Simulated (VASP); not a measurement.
ZnCd2SeS2:

```
Zn Cd Se S
1.0
     4.45200    0.00000    0.00000
     0.00000    4.45200    0.00000
     0.00000    0.00000    7.74688
Zn Cd Se S
1 2 1 2
Cartesian
  2.2260 2.2260 3.8734
  2.2260 2.2260 6.4983
  2.2260 2.2260 1.2486
  0.0000 0.0000 0.0000
  0.0000 2.2260 3.8734
  2.2260 0.0000 3.8734
```

The cell was built by a generator and needn't be a form met in nature.

```yaml
Program: VASP 6.6.1
Task: relaxation of cell and atoms
Functional: PBE
Potentials_or_basis: VASP PAW PBE potentials, release 64 (Zn, Cd, Se, S)
Cutoff: 520 eV
k_mesh: 3 × 3 × 2
Occupations: gaussian, width 0.15 eV
Spin: no spin polarisation
```

At the start: pressure 2.4 GPa; volume 25.59 Å³/atom.

Question: How do energy, volume and symmetry change on relaxing?

Answer: Over 5 steps the energy falls by 29.0 meV/atom and the volume is 27.04 Å³/atom (+5.7 %); space group P4/mmm (No. 123, to 0.05 Å).

Step by step:
```
step  energy change (eV)  largest force (eV/Å)  pressure (GPa)  volume (Å³)
   1              0.0000                1.1664            2.44       153.55
   2             -0.1722                0.1424            0.14       162.29
   3             -0.1723                0.1240           -0.07       162.20
   4             -0.1724                0.1018            0.08       161.92
   5             -0.1740                0.0658            0.04       162.22
```

Final structure:
```
Zn Cd Se S
1.0
     4.47220    0.00000    0.00000
     0.00000    4.47220    0.00000
     0.00000    0.00000    8.11096
Zn Cd Se S
1 2 1 2
Direct
  0.50000 0.50000 0.50000
  0.50000 0.50000 0.83247
  0.50000 0.50000 0.16753
  0.00000 0.00000 0.00000
  0.00000 0.50000 0.50000
  0.50000 0.00000 0.50000
```

Caveat: the k mesh is coarse (spacing up to 0.47 Å⁻¹), so the values aren't converged.
